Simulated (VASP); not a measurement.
Set up this calculation in VASP 6.6.1, as the native input.

| Quantity | Value |
| --- | --- |
| Task | relaxation of cell and atoms |
| Functional | r2SCAN |
| Dispersion | rVV10 |
| Potentials or basis | VASP PAW PBE potentials, release 64 (Ge_d) |
| Cutoff | 600 eV |
| k mesh | 10 × 10 × 10 |
| Occupations | gaussian, width 0.02 eV |
| Spin | no spin polarisation |
| Further INCAR settings | ALGO = Normal; EDIFF = 1e-06; IBRION = 2; EDIFFG = -0.005; NSW = 40; ISIF = 3 |

The structure of Ge lies in POSCAR:

```
Ge
1.0
    0.0000000000      2.8400000000      2.8400000000
    2.8400000000      0.0000000000      2.8400000000
    2.8400000000      2.8400000000      0.0000000000
Ge
2
Direct
    0.0000000000      0.0000000000      0.0000000000
    0.2500000000      0.2500000000      0.2500000000
```

The cell was built by a generator and needn't be a form met in nature.

The input as run:

INCAR

```
  PREC = Accurate
  ENCUT = 600
  EDIFF = 1E-6
  ISMEAR = 0
  SIGMA = 0.02
  LREAL = F
  LASPH = T
  NELM = 120
  ALGO = Normal
  ISIF = 3
  LWAVE = F
  LCHARG = F
  METAGGA = R2SCAN
  LMIXTAU = T
  LUSE_VDW = T
  IVDW_NL = 2
  BPARAM = 11.95
  CPARAM = 0.0093
  IBRION = 2
  NSW = 40
  EDIFFG = -0.005
```

KPOINTS

```
Automatic mesh
0
Gamma
  10 10 10
```

Potentials or basis: VASP PAW PBE potentials, release 64 (Ge_d).

The run is started by

```sh
$ cat potpaw_PBE.64/Ge_d/POTCAR > POTCAR
$ mpirun -np 1 vasp_std > vasp.out
```

It gave:

```
Relaxed volume                         : 22.62 Å³/atom
Relaxed cell                           : a = 4.000 Å, b = 4.000 Å, c = 4.000 Å, α = 60.00°, β = 60.00°, γ = 60.00°
Space group after relaxing (to 0.05 Å) : Fd-3m (No. 227)
Energy gained by relaxing              : 0.9 meV/atom
Ionic steps                            : 4
Pressure after relaxing                : 0.0 GPa
Band gap on the k mesh                 : 0.42 eV, direct
```

Caveat: the PAW data sets were made with another functional, which shifts forces and pressure a little.

It took 5.7 min on 1 thread of Intel(R) Xeon(R) Platinum 8488C (Sapphire Rapids) (shared host), peak memory 0.32 GiB.
